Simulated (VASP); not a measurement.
Level of theory: PBE GGA, VASP's PBE PAW potentials (set 64) (plane waves; VASP 6.6.1).

VASP input:

### POSCAR
```
Pb
1
    0.0000000000     2.4750000000     2.4750000000
    2.4750000000     0.0000000000     2.4750000000
    2.4750000000     2.4750000000     0.0000000000
Pb
1
Direct
  0.0000000000   0.0000000000   0.0000000000
```

**INCAR**
```
ALGO  =  Normal
EDIFF  =  1E-6
ENCUT  =  400
GGA  =  PE
ISIF  =  2
ISMEAR  =  1
ISYM  =  0
LASPH  =  .TRUE.
LCHARG  =  .FALSE.
LMAXMIX  =  4
LREAL  =  .FALSE.
LWAVE  =  .FALSE.
NELM  =  100
PREC  =  Accurate
SIGMA  =  0.1
SYSTEM  =  Pb
```

**KPOINTS**
```
Automatic mesh
0
Gamma
11 11 11
0 0 0
```

POTCAR, in this order: Pb_d (PBE.64 set). Program: vasp_std.

Unless said otherwise, spin-orbit coupling is left out, though it shifts the bands of the heavy elements here.

Question: Predict the energy per atom (σ→0), pressure, band gap (on the k-mesh).

Answer: 
- energy per atom (σ→0) = -3.556 eV/atom
- band gap (on the k-mesh) = none (metal, semimetal or under 0.01 eV)
- pressure = 2.20 GPa

File OSZICAR:
```
...
DAV:   5    -0.356740584998E+01   -0.41082E-02   -0.41081E-02 18598   0.231E+00    0.530E-01
DAV:   6    -0.355813528412E+01    0.92706E-02   -0.14959E-02 17852   0.235E+00    0.264E-01
DAV:   7    -0.355589572475E+01    0.22396E-02   -0.66508E-03 17598   0.149E+00    0.894E-02
DAV:   8    -0.355583650304E+01    0.59222E-04   -0.39197E-04 17245   0.378E-01    0.103E-02
DAV:   9    -0.355583267039E+01    0.38326E-05   -0.10844E-05 19590   0.621E-02    0.507E-03
DAV:  10    -0.355583153573E+01    0.11347E-05   -0.93062E-07  9634   0.112E-02    0.470E-04
DAV:  11    -0.355583159850E+01   -0.62767E-07   -0.18163E-07  8322   0.948E-03
   1 F= -.35558316E+01 E0= -.35558213E+01  d E =-.309852E-04
```

The compound is Pb in the fcc structure. The cell was not relaxed at this level. The run is one of a series of settings (ISYM = 0 against the base run), some of them coarse on purpose.
